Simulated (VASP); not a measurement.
Method: SCAN meta-GGA, VASP's PBE PAW potentials (set 64) (plane waves; VASP 6.6.1).

Input for VASP

File POSCAR:
```
HoPd
1
    3.4411152447     0.0000000000     0.0000000000
    0.0000000000     3.4411152447     0.0000000000
    0.0000000000     0.0000000000     3.4411152447
Ho Pd
1 1
Direct
  0.0000000000   0.0000000000   0.0000000000
  0.5000000000   0.5000000000   0.5000000000
```

KPOINTS:
```
Automatic mesh
0
Gamma
12 12 12
0 0 0
```

### INCAR
```
NELM = 100   ! most electronic steps
SYSTEM = HoPd
EDIFF = 1E-7
LREAL = .False.   ! projection in real space or not
METAGGA = SCAN
ISIF = 2   ! forces and stress, cell fixed
LASPH = .True.
LORBIT = 11   ! lm-projected
PREC = Accurate
LMIXTAU = .True.
LWAVE = .False.
LMAXMIX = 6   ! l cut-off of mixed one-centre charges
ENCUT = 400   ! plane-wave cut-off (eV)
NEDOS = 601   ! DOS grid
ISMEAR = -5   ! tetrahedra, Bloechl
ALGO = Normal
LCHARG = .False.
```

### KPOINTS_OPT
```
k-points along high-symmetry lines
10
Line-mode
Reciprocal
  0.000000   0.000000   0.000000 ! GAMMA
  0.000000   0.500000   0.000000 ! X

  0.000000   0.500000   0.000000 ! X
  0.500000   0.500000   0.000000 ! M

  0.500000   0.500000   0.000000 ! M
  0.000000   0.000000   0.000000 ! GAMMA

  0.000000   0.000000   0.000000 ! GAMMA
  0.500000   0.500000   0.500000 ! R

  0.500000   0.500000   0.500000 ! R
  0.000000   0.500000   0.000000 ! X

  0.500000   0.500000   0.500000 ! R
  0.500000   0.500000   0.000000 ! M
```

POTCAR, in this order: Ho_3 Pd (PBE.64 set). Program: vasp_std.

Output of the run:

File OUTCAR:
```
 ion  position               nearest neighbor table
   1  0.000  0.000  0.000-   2 2.98   2 2.98   2 2.98   2 2.98   2 2.98   2 2.98   2 2.98   2 2.98
  LATTYP: Found a simple cubic cell.
 ALAT       =     3.4411152447
 Subroutine PRICEL returns:
 Original cell was already a primitive cell.
 Subroutine GETGRP returns: Found 48 space group operations
The static configuration has the point symmetry O_h .
The dynamic configuration has the point symmetry O_h .
 Subroutine INISYM returns: Found 48 space group operations
 Subroutine IBZKPT returns following result:
 Found     84 irreducible k-points:

 Following reciprocal coordinates:
            Coordinates               Weight
  0.000000  0.000000  0.000000      1.000000
  0.083333  0.000000  0.000000      6.000000
  0.166667  0.000000  0.000000      6.000000
  0.250000  0.000000  0.000000      6.000000
  0.333333  0.000000  0.000000      6.000000
  0.416667  0.000000  0.000000      6.000000
  0.500000  0.000000  0.000000      3.000000
  0.083333  0.083333  0.000000     12.000000
  0.166667  0.083333  0.000000     24.000000
  0.250000  0.083333  0.000000     24.000000
  0.333333  0.083333  0.000000     24.000000
  0.416667  0.083333  0.000000     24.000000
  0.500000  0.083333  0.000000     12.000000
  0.166667  0.166667  0.000000     12.000000
  0.250000  0.166667  0.000000     24.000000
  0.333333  0.166667  0.000000     24.000000
  0.416667  0.166667  0.000000     24.000000
  0.500000  0.166667  0.000000     12.000000
  0.250000  0.250000  0.000000     12.000000
  0.333333  0.250000  0.000000     24.000000
  0.416667  0.250000  0.000000     24.000000
  0.500000  0.250000  0.000000     12.000000
  0.333333  0.333333  0.000000     12.000000
  0.416667  0.333333  0.000000     24.000000
  0.500000  0.333333  0.000000     12.000000
  0.416667  0.416667  0.000000     12.000000
  0.500000  0.416667  0.000000     12.000000
  0.500000  0.500000  0.000000      3.000000
  0.083333  0.083333  0.083333      8.000000
  0.166667  0.083333  0.083333     24.000000
  0.250000  0.083333  0.083333     24.000000
  0.333333  0.083333  0.083333     24.000000
  0.416667  0.083333  0.083333     24.000000
  0.500000  0.083333  0.083333     12.000000
  0.166667  0.166667  0.083333     24.000000
  0.250000  0.166667  0.083333     48.000000
  0.333333  0.166667  0.083333     48.000000
  0.416667  0.166667  0.083333     48.000000
  0.500000  0.166667  0.083333     24.000000
  0.250000  0.250000  0.083333     24.000000
   k-points           NKPTS =     84   k-points in BZ     NKDIM =     84   number of bands    NBANDS=     13
   number of dos      NEDOS =    601   number of ions     NIONS =      2
   total plane-waves  NPLWV =  13824
   dimension x,y,z NGX =    24 NGY =   24 NGZ =   24
   dimension x,y,z NGXF=    48 NGYF=   48 NGZF=   48
   ions per type =               1   1
   PREC   = accura    normal or accurate (medium, high low for compatibility)
   ISTART =      0    job   : 0-new  1-cont  2-samecut
   ICHARG =      2    charge: 1-file 2-atom 10-const
   ISPIN  =      1    spin polarized calculation?
   LNONCOLLINEAR =      F non collinear calculations
   LSORBIT =      F    spin-orbit coupling
   INIWAV =      1    electr: 0-lowe 1-rand  2-diag
   ENCUT  =  400.0 eV  29.40 Ry    5.42 a.u.   5.61  5.61  5.61*2*pi/ulx,y,z
   NELM   =    100;   NELMIN=  2; NELMDL= -5     # of ELM steps
   EDIFF  = 0.1E-06   stopping-criterion for ELM
   LREAL  =      F    real-space projection
   NLSPLINE    = F    spline interpolate recip. space projectors
   LMAXMIX     =    6 max onsite mixed and CHGCAR
   VOSKOWN=      0    Vosko Wilk Nusair interpolation
...
```

### OSZICAR
```
       N       E                     dE             d eps       ncg     rms          rms(c)
DAV:   1     0.200762953592E+02    0.20076E+02   -0.76232E+03  2472   0.117E+03
DAV:   2    -0.840418434114E+02   -0.10412E+03   -0.99066E+02  3531   0.392E+02
DAV:   3    -0.890914213274E+02   -0.50496E+01   -0.49244E+01  3149   0.697E+01
DAV:   4    -0.892591150336E+02   -0.16769E+00   -0.16613E+00  3299   0.933E+00
DAV:   5    -0.892609882870E+02   -0.18733E-02   -0.18730E-02  3053   0.985E-01    0.356E+01
DAV:   6    -0.840742941000E+02    0.51867E+01   -0.11768E+01  2279   0.349E+01    0.123E+01
DAV:   7    -0.836952027939E+02    0.37909E+00   -0.21844E+00  3454   0.183E+01    0.843E+00
DAV:   8    -0.838381356347E+02   -0.14293E+00   -0.33909E-01  3603   0.725E+00    0.441E+00
DAV:   9    -0.837871028418E+02    0.51033E-01   -0.33785E-01  3502   0.574E+00    0.738E-01
DAV:  10    -0.838042003348E+02   -0.17097E-01   -0.52372E-02  2488   0.274E+00    0.349E-01
DAV:  11    -0.837757723810E+02    0.28428E-01   -0.40514E-02  2824   0.234E+00    0.566E-01
DAV:  12    -0.838006445771E+02   -0.24872E-01   -0.28261E-02  2606   0.156E+00    0.750E-02
DAV:  13    -0.838007381104E+02   -0.93533E-04   -0.89629E-04  3041   0.272E-01    0.915E-02
DAV:  14    -0.838007547120E+02   -0.16602E-04   -0.24910E-05  3156   0.392E-02    0.110E-01
DAV:  15    -0.838005599087E+02    0.19480E-03   -0.72238E-04  2509   0.273E-01    0.356E-01
DAV:  16    -0.838009647597E+02   -0.40485E-03   -0.22283E-03  2877   0.496E-01    0.424E-01
DAV:  17    -0.838010294130E+02   -0.64653E-04   -0.53011E-04  3475   0.200E-01    0.754E-01
DAV:  18    -0.838008718325E+02    0.15758E-03   -0.17122E-04  2843   0.129E-01    0.695E-01
DAV:  19    -0.838010111776E+02   -0.13935E-03   -0.41398E-04  2415   0.217E-01    0.404E-01
DAV:  20    -0.838009432125E+02    0.67965E-04   -0.27181E-05  3018   0.487E-02    0.429E-01
DAV:  21    -0.838009876682E+02   -0.44456E-04   -0.57864E-05  2315   0.782E-02    0.299E-01
DAV:  22    -0.838010599493E+02   -0.72281E-04   -0.10236E-04  3155   0.956E-02    0.996E-02
DAV:  23    -0.838010773435E+02   -0.17394E-04   -0.19208E-05  3422   0.383E-02    0.389E-02
DAV:  24    -0.838010846697E+02   -0.73262E-05   -0.13717E-06  2886   0.105E-02    0.231E-02
DAV:  25    -0.838010903017E+02   -0.56321E-05   -0.42587E-06  3545   0.210E-02    0.161E-03
DAV:  26    -0.838010913039E+02   -0.10022E-05   -0.50064E-07  2439   0.764E-03    0.650E-04
DAV:  27    -0.838010910898E+02    0.21410E-06   -0.24259E-08  1302   0.240E-03    0.480E-04
DAV:  28    -0.838010910970E+02   -0.71186E-08   -0.76250E-09  1247   0.199E-03
   1 F= -.83801091E+02 E0= -.83801091E+02  d E =0.000000E+00
       N       E                     dE             ncg
```

### OUTCAR
```
------------------------ aborting loop because EDIFF is reached ----------------------------------------
  FORCE on cell =-STRESS in cart. coord.  units (eV):
  Direction    XX          YY          ZZ          XY          YZ          ZX
  --------------------------------------------------------------------------------------
  Total       -0.0076990     -0.0076990     -0.0076990      0.0000000     -0.0000000      0.0000000
  in kB       -0.3027241     -0.3027241     -0.3027241      0.0000000     -0.0000000      0.0000000
  external PRESSURE =      -0.3027241 kB  Pullay stress =       0.0000000 kB
  volume of cell :       40.75
      direct lattice vectors                 reciprocal lattice vectors
     3.441115245  0.000000000  0.000000000     0.290603461  0.000000000  0.000000000
     0.000000000  3.441115245  0.000000000     0.000000000  0.290603461  0.000000000
     0.000000000  0.000000000  3.441115245     0.000000000  0.000000000  0.290603461
 POSITION                                       TOTAL-FORCE (eV/Angst)
 -----------------------------------------------------------------------------------
      0.00000      0.00000      0.00000         0.000000      0.000000      0.000000
      1.72056      1.72056      1.72056         0.000000      0.000000      0.000000
 -----------------------------------------------------------------------------------
    total drift:                                0.000000      0.000000     -0.000000
  FREE ENERGIE OF THE ION-ELECTRON SYSTEM (eV)
  ---------------------------------------------------
  free  energy   TOTEN  =       -83.8010910970 eV

  energy  without entropy=      -83.8010910970  energy(sigma->0) =      -83.80109110

 total charge

# of ion       s       p       d       tot
------------------------------------------
    1        0.427   6.712   1.181   8.320
    2        0.646   0.372   8.490   9.507
--------------------------------------------------
tot          1.073   7.084   9.671  17.827
```
(Selected blocks of OUTCAR.)

File OUTCAR:
```
 val. band max:        6.2775906241   @ k =   0.5000   0.3333   0.3333

 cond. band min:       6.2428755077   @ k =   0.4167   0.4167   0.2500


 Fermi energy:         6.3073258191

 k-point     1 :       0.0000    0.0000    0.0000
  band No.  band energies     occupation
      1     -18.0885      2.00000
      2     -18.0885      2.00000
      3     -18.0884      2.00000
      4      -0.8465      2.00000
      5       1.4870      2.00000
      6       1.4870      2.00000
      7       3.2466      2.00000
      8       3.2466      2.00000
      9       3.2466      2.00000
     10       8.0669      0.00000
     11       8.0669      0.00000
     12      12.2848      0.00000
     13      12.2849      0.00000

 k-point     2 :       0.0833    0.0000    0.0000
  band No.  band energies     occupation
      1     -18.1226      2.00000
      2     -18.0863      2.00000
      3     -18.0862      2.00000
      4      -0.7073      2.00000
      5       1.5292      2.00000
      6       1.5636      2.00000
      7       3.2345      2.00000
      8       3.2345      2.00000
      9       3.2622      2.00000
     10       7.9875      0.00000
     11       8.0849      0.00000
     12      11.6032      0.00000
     13      11.6033      0.00000

 k-point     3 :       0.1667    0.0000    0.0000
  band No.  band energies     occupation
      1     -18.2147      2.00000
      2     -18.0803      2.00000
      3     -18.0802      2.00000
      4      -0.3036      2.00000
      5       1.6495      2.00000
      6       1.7748      2.00000
      7       3.2028      2.00000
      8       3.2028      2.00000
      9       3.3055      2.00000
     10       7.7654      0.00000
     11       8.0461      0.00000
     12      10.5976      0.00000
     13      10.5976      0.00000

 k-point     4 :       0.2500    0.0000    0.0000
  band No.  band energies     occupation
      1     -18.3376      2.00000
      2     -18.0722      2.00000
      3     -18.0720      2.00000
...
```

The 4f electrons are frozen in the core of the lanthanide potential, so 4f levels, which can set the real gap, and their magnetism are missing. For a metal the tetrahedron method with Blöchl corrections gives inexact stress and forces.

The structure comes from a measured HoPd entry (Pm-3m) of the Crystallography Open Database, whose conditions weren't checked. It was relaxed first. The electron count is odd and the run is not spin-polarised, which forces a metal.
